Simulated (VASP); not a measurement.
VASP ran on this input.

KPOINTS:
```
Automatic mesh
0
Gamma
12 12 9
0 0 0
```

### INCAR
```
ALGO  =  Normal
LORBIT  =  10
EDIFFG  =  -0.01
LUSE_VDW  =  .TRUE.
ISMEAR  =  1
IBRION  =  2
PREC  =  Accurate
ENCUT  =  520
LWAVE  =  .FALSE.
ISIF  =  3   # ions, shape and volume
EDIFF  =  1E-6   # SCF stop (eV)
LMAXMIX  =  6
SYSTEM  =  FePt
SIGMA  =  0.1   # width (eV)
LCHARG  =  .FALSE.
ISPIN  =  2   # spin-polarised
AGGAC  =  0.0
ZAB_VDW  =  -1.8867
LREAL  =  .FALSE.
NELM  =  100
NSW  =  60   # most ionic steps
MAGMOM  =  2.9 0.3
LASPH  =  .TRUE.   # aspherical one-centre terms
GGA  =  ML
```

POSCAR:
```
FePt
1
    2.8096491560    -0.0000000000     0.0000000000
   -0.0000000000     2.8096491560     0.0000000000
   -0.0000000000    -0.0000000000     3.8572730261
Fe Pt
1 1
Direct
  0.0000000000   0.0000000000   0.0000000000
  0.5000000000   0.5000000000   0.5000000000
```

POTCAR, in this order: Fe Pt (PBE.64 set). Program: vasp_std.

Task: Write an equivalent input for Quantum ESPRESSO's pw.x.

Result: One equivalent input (not run):
```
&CONTROL
  calculation = 'vc-relax'
  pseudo_dir = './pseudo'
  outdir = './out'
  tprnfor = .true.
  tstress = .true.
  nstep = 60
  forc_conv_thr = 0.00039
/
&SYSTEM
  ibrav = 0
  nat = 2
  ntyp = 2
  ecutwfc = 90
  occupations = 'smearing'
  smearing = 'methfessel-paxton'
  degauss = 0.00735
  input_dft = 'vdw-df2'
  nspin = 2
  starting_magnetization(1) = 0.29
  starting_magnetization(2) = 0.03
/
&ELECTRONS
  conv_thr = 7.3e-08
  electron_maxstep = 100
/
&IONS
/
&CELL
/
ATOMIC_SPECIES
  Fe 55.845 Fe.upf
  Pt 195.084 Pt.upf
CELL_PARAMETERS angstrom
     2.8096492   -0.0000000    0.0000000
    -0.0000000    2.8096492    0.0000000
    -0.0000000   -0.0000000    3.8572730
ATOMIC_POSITIONS crystal
  Fe   0.0000000  0.0000000  0.0000000
  Pt   0.5000000  0.5000000  0.5000000
K_POINTS automatic
  12 12 9 0 0 0
```
The two are equivalent in intent, not identical: the potentials are each code's own (VASP's PAW set, PseudoDojo norm-conserving files in pw.x), so ENCUT and ecutwfc are chosen apart and not converted; conv_thr bounds pw.x's estimated SCF error, while EDIFF bounds the energy change between steps; starting_magnetization is a fraction of the valence charge and MAGMOM a moment in μB, so they match only roughly; forc_conv_thr acts on force components and is met together with etot_conv_thr.

The compound is FePt in the L1_0 structure. It was relaxed first, which changed the volume by +11 %. The start is the result of an earlier pass.
